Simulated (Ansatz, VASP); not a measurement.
# PtS2 in two plane-wave programs, part 2 of 2

Aim: how closely do two programs agree when they are given the same cell, functional and k mesh? The cell is taken from a series of runs on this material, whose earlier steps may have relaxed, scaled, displaced or heated it; both programs get it as it stands.

VASP 6.6.1 and Ansatz 0.2.0.

So far: Set-up; VASP: zone-centre phonons, PBEsol with D3(BJ).

## (3) Ansatz: zone-centre phonons, PBEsol with D3(BJ)

Level of this step: Ansatz beside VASP: Kohn-Sham DFT, plane waves, PBEsol with D3(BJ) (Ansatz).

Ansatz runs on its PAW soft_1 files.

The same cell, functional, mesh and smearing now go to Ansatz, which takes its cutoff from its data sets.

input.yaml reads:

```yaml
crystal:
  lattice:
    - [3.5554165389, 0.0, 0.0]
    - [-1.7777082695, 3.0790810437, 0.0]
    - [0.0, 0.0, 4.3492917248]
  atoms:
    - { symbol: S, position: [0.3333333333, 0.6666666667, 0.2731364881] }
    - { symbol: S, position: [0.6666666667, 0.3333333333, 0.7268635119] }
    - { symbol: Pt, position: [0.0, 0.0, 0.0] }
kpoints:
  mp_grid: { grid: [15, 15, 12] }
hamiltonian:
  xc: pbesol
  dispersion: d3bj
  pseudopotentials: { kind: paw, azcp: { folder: soft_1 }, xc_functional: pbe }
scf:
  occupations: { method: methfessel_paxton, width: 0.2 }
output:
  eigenvalues: true
phonons:
  method: dfpt
```

On the command line:

```bash
$ ansatz run input.yaml --threads 4 --pin off --max-ram 10240MiB --backend cpu --events-out ev --progress --plain --runs-dir out
```

Numbers of over 12 decimals in the logs are rounded to 6 here.

Log:

```text
Engine: ansatz 0.2.0, x86_64-unknown-linux-gnu
Pseudopotentials: kind: paw
Pseudopotential: S, paw, valence charge 6, recommended cutoff 420 eV (normal), soft_1/S.paw.azcp
Pseudopotential: Pt, paw, valence charge 18, recommended cutoff 420 eV (normal), soft_1/Pt.paw.azcp
Functional definition: PBEsol
  exchange = pbesol_x
  correlation = pbesol_c
Crystal: 3 atoms, lattice volume = 47.614 Å³
Basis set: ecut = 420 eV, 921 PW (Γ), exchange–correlation on 48×48×60 points (8 copies of the dense FFT grid, shifted against one another)
Bands: 19, of which v1, the nominal top of the filled ones, is band 15 counted from 1 (14 counted from 0)
Symmetry: 12 space group operations
k-points: 728 of 2700 (irreducible under 2 space group operations, time reversal used)
Non-local potential: S, projectors of the file, l = 0: 2, l = 1: 2, l = 2: 1
Non-local potential: Pt, projectors of the file, l = 0: 3, l = 1: 2, l = 2: 2, l = 3: 1
PAW form: soft (Blöchl's): semilocal exchange-correlation on the pseudo side does not see the compensation charge
PAW frozen core: S, regenerated for the run's functional, and the local potential with it (the file was generated under x = pbe(κ = 0.804, μ = 0.219515), c = pbe(β = 0.066725))
PAW frozen core: Pt, regenerated for the run's functional, and the local potential with it (the file was generated under x = pbe(κ = 0.804, μ = 0.219515), c = pbe(β = 0.066725))
PAW one-centre angular grid: S, 110 points (default); XC on 64 Gauss nodes
PAW one-centre angular grid: Pt, 590 points (default); XC on 64 Gauss nodes
Initial density: superposition of atomic densities (chi_scale 0.1, normalization cell, long waves kept (reshape's long-wave potential 0.00 eV rms))
Initial wavefunctions: pseudopotential atomic-orbital guess
Functional: x = pbesol(κ = 0.804, μ = 0.123457), c = pbesol(β = 0.046)
SCF iter   1: F=—  HF=-14158.169295 eV  |F-HF|=—  |Δ(HF+E_count)|=         —  Δρ=7.93e-2  dr2=2.52e0  ethr=3.10e-3  ⟨swp⟩=6.3  Hψ=73812  notcnv=0
preconditioner: auto → Resta (q_TF=auto, 2.526 Å⁻¹)  ε∞=7.5  [insulator: Δε(μ)=0.147 eV  Ē_g=9.897 eV  σ=0.200 eV  W_gap=0.57  n_scr=20 (ndim 8)  ℏωp=25.2 eV  f_vac=0.000  D(μ)=0.05/eV (n_scr^D=0)  ε∞_Penn≈7.5]
SCF iter   2: F=—  HF=-14157.735433 eV  |F-HF|=—  |Δ(HF+E_count)|=   4.34e-1  S|Δr|=    0.00e0  Δρ=3.68e-2  dr2=4.76e-1  ethr=3.10e-3  ⟨swp⟩=2.8  Hψ=26856  notcnv=0
preconditioner: auto → Kerker (q_TF=auto, 2.526 Å⁻¹)  [metal: Δε(μ)=0.093 eV  Ē_g=9.908 eV  σ=0.200 eV  W_gap=0.37  n_scr=20 (ndim 8)  ℏωp=25.2 eV  f_vac=0.000  D(μ)=0.11/eV (n_scr^D=0)]
SCF iter   3: F=—  HF=-14157.642553 eV  |F-HF|=—  |Δ(HF+E_count)|=   9.29e-2  S|Δr|=    0.00e0  Δρ=5.20e-3  dr2=6.12e-3  ethr=1.59e-3  ⟨swp⟩=2.5  Hψ=20132  notcnv=0
SCF iter   4: F=—  HF=-14157.642500 eV  |F-HF|=—  |Δ(HF+E_count)|=   5.37e-5  S|Δr|=    0.00e0  Δρ=6.83e-4  dr2=2.18e-4  ethr=2.04e-5  ⟨swp⟩=2.7  Hψ=30228  notcnv=0
SCF iter   5: F=—  HF=-14157.642568 eV  |F-HF|=—  |Δ(HF+E_count)|=   6.89e-5  S|Δr|=    0.00e0  Δρ=1.75e-4  dr2=1.68e-5  ethr=7.25e-7  ⟨swp⟩=2.2  Hψ=22923  notcnv=0
SCF iter   6: F=—  HF=-14157.642574 eV  |F-HF|=—  |Δ(HF+E_count)|=   5.41e-6  S|Δr|=    0.00e0  Δρ=4.24e-5  dr2=1.32e-6  ethr=5.60e-8  ⟨swp⟩=2.3  Hψ=21296  notcnv=0
SCF iter   7: F=—  HF=-14157.642579 eV  |F-HF|=—  |Δ(HF+E_count)|=   5.15e-6  S|Δr|=    0.00e0  Δρ=8.67e-6  dr2=3.54e-8  ethr=4.39e-9  ⟨swp⟩=2.1  Hψ=20850  notcnv=0
SCF iter   8: F=—  HF=-14157.642579 eV  |F-HF|=—  |Δ(HF+E_count)|=   2.02e-9  S|Δr|=    0.00e0  Δρ=2.34e-6  dr2=5.37e-9  ethr=1.18e-10  ⟨swp⟩=2.2  Hψ=21388  notcnv=0
SCF iter   9: F=—  HF=-14157.642579 eV  |F-HF|=—  |Δ(HF+E_count)|=  3.20e-10  S|Δr|=    0.00e0  Δρ=7.05e-7  dr2=3.28e-10  ethr=1.79e-11  ⟨swp⟩=2.7  Hψ=22068  notcnv=0
SCF iter  10: F=—  HF=-14157.642579 eV  |F-HF|=—  |Δ(HF+E_count)|=  8.73e-11  S|Δr|=    0.00e0  Δρ=1.34e-7  dr2=1.11e-11  ethr=1.09e-12  ⟨swp⟩=2.3  Hψ=21090  notcnv=0
SCF iter  11: F=-14157.642579 eV  HF=-14157.642579 eV  |F-HF|=7.28e-12  |Δ(HF+E_count)|=  3.64e-12  S|Δr|=    0.00e0  Δρ=3.34e-8  dr2=4.74e-13  ethr=1.00e-12  ⟨swp⟩=6.8  Hψ=64113  notcnv=0
the search or the solves at the SCF's close seem to have found levels that the self-consistency loop had missed (the run counts 2). By its estimate they hold under 1e-12 electrons; where the run keeps them, the occupations were computed again with them
SCF 1 converged in 11 iterations: F = -14157.642579 eV  dr2 = 4.74e-13
  greatest PAW one-centre occupation: 1.000 electrons in one spin orbital (limit 2), on the Pt atom at site 2 (counted from 0), in its partial waves of l = 0
DFPT response loops at Γ: preconditioner auto → Kerker (q_TF=auto, 2.526 Å⁻¹) (partly filled bands, converged f_vac=0.000); β = 1.00, the filter's whole step (`scf.mixing.beta` (0.50) is not read by the response loops under this deck's `scf.mixing.preconditioner`; to damp them name `kerker` or `kerker_dos`, under which they read `scf.mixing.beta`, and type it under 1.00, their step now; both keys bind the ground state too); Broyden in place of MSR1
SCF converged after 11 iterations
Stability not checked: this state was not tested for a lower state beside it, because cold or Methfessel-Paxton smearing, or corrected tetrahedra, fill the levels in a way that the test cannot read (fill_not_monotonic; see scf.lower_state_search)
Free energy (F): -14157.642579 eV
Harris-Foulkes:  -14157.642579 eV  (|F-HF|=7.28e-12)
Internal energy: -14157.644253 eV  (E = F + TS)
E sigma→0 (E₀):  -14157.642998 eV
Entropy (-TS):   0.001674 eV (0.558 meV/atom)
Fermi energy:    13.948521 eV
--- Per-component energies (eV) ---
  E_band       = -248.036437
  E_kinetic    = 809.342731
  E_local      = -2535.716691  (includes V_loc(G=0)·N_el)
  E_nonlocal   = 276.131451
  E_hartree    = 989.917948
  E_xc         = -408.392023
  E_vxc        = -437.985051  (∫ρ·V_xc dr)
  E_paw        = -10530.309791  (= ΣΔE_a)
  E_vpaw       = -339.645844  (= ΣTr[D̂ρ^β])
  E_aug_tail   = 0.001087  (compensation charges beyond the density's cutoff)
  E_ewald      = -2757.772973
  E_disp       = -1.256923  (pairwise vdW)
  E_core_change = 0.410930  (= ΣΔE_core)
  E_smearing   = 0.001674  (= −TS)
  E_closure    = -0.000000  (closes the sum)
  Σ components = -14157.642579   (vs F -14157.642579, Δ=0.00e0)
--- Band table (eV; the first three rows and the last of 728) ---
  k-point 0: bands = [... 11 lower, 11.4350, 12.3269, 12.3269, 14.4075, 14.7374, 14.7374, 16.8499, 19.2083]
  k-point 1: bands = [... 11 lower, 11.4198, 12.2512, 12.2512, 14.2314, 14.8538, 14.8538, 16.9626, 19.3783]
  k-point 2: bands = [... 11 lower, 11.3669, 12.0636, 12.0636, 13.7886, 15.1614, 15.1614, 17.2933, 19.8020]
  k-point 727: bands = [... 11 lower, 10.2660, 10.4978, 11.0069, 12.6818, 14.9379, 15.1737, 18.6572, 21.0124]
--- Phonons (Γ-DFPT): 4 representative perturbations + reference, on 728 of 2700 k-points (Σ response iterations 12) ---
  k mesh reduced under 2 symmetry operations, with k and −k counted as one. Each operation leaves every solved perturbation unchanged. A smaller set is not used because it would not reduce the number of displacements times k-points to solve
  ASR residual: 2.456e-5 → 0.000e0 eV/Å²; symmetrization residual: 3.914e-6 eV/Å²
  pairwise dispersion correction: d3bj (s6 = 1.0, s8 = 2.9491, a1 = 0.4466, a2_bohr = 6.1742), with the weights of each atom's references fixed at the reference crystal's, and the forces and stress that the weights' published response gives there kept as a pressure on the atom's counted neighbours (hamiltonian.dispersion)
  ASR residual per site (eV/Å²): 1.02e-5 1.02e-5 2.46e-5
  Γ frequencies (cm⁻¹): 0.00 0.00 0.00 300.44 300.44 320.99 320.99 326.90 353.56
  non-analytic LO–TO correction: not included (Born effective charges unavailable; polar crystals: no LO–TO splitting at Γ)
```

## (4) Side by side

Known differences besides the potentials themselves: the data sets hold 30 valence electrons in Ansatz (on its PAW soft_1 files) and 22 in VASP; the cutoff is 420 eV in Ansatz and 500 eV in VASP; Ansatz makes its cores anew for this functional, VASP keeps those of its PBE data sets; Ansatz takes the dispersion share of the force constants at frozen C6 weights, VASP differentiates the full forces; VASP uses finite displacements, Ansatz perturbation theory. Total energies have different zeros and are not compared.

Compared:

```tsv
quantity	Ansatz	VASP	difference
optical mode 1 to 2 (cm⁻¹)	300.4	300.5	-0.02 %
optical mode 3 to 4 (cm⁻¹)	321.0	321.2	-0.08 %
optical mode 5 (cm⁻¹)	326.9	327.7	-0.25 %
optical mode 6 (cm⁻¹)	353.6	353.5	+0.02 %
```

Modes are paired by rising frequency, not by their patterns, so a pair may set unlike modes beside each other; they are those without the splitting of longitudinal modes.

## (5) Summary of results

| Quantity | Value |
| --- | --- |
| r.m.s. difference of the optical zone-centre modes, each program's sorted by frequency (zone-centre phonons, PBEsol with D3(BJ)) | 0.37 cm⁻¹ |

**Reading.** The r.m.s. difference of the optical zone-centre modes, each program's sorted by frequency is 0.37 cm⁻¹ (zone-centre phonons, PBEsol with D3(BJ)). The data sets hold unlike numbers of valence electrons (30 in Ansatz and 22 in VASP), so part of the differences comes from the potentials. Such differences can come from data sets, numerical settings and the points named under the comparisons, not from the functional's error against experiment.

[Lines on the potential files, build, host, timing and source positions are cut from VASP's logs without a mark.]

[Logs are printed without paths, hosts, clocks, repeated set-up lines and the standing remarks that a program may print on its own settings, such as how far it seeks lower states.]

[Hosts, paths, dates, database ids (printed as entryN), source tags and the programs' standing remarks are cut or masked in the printed files.]
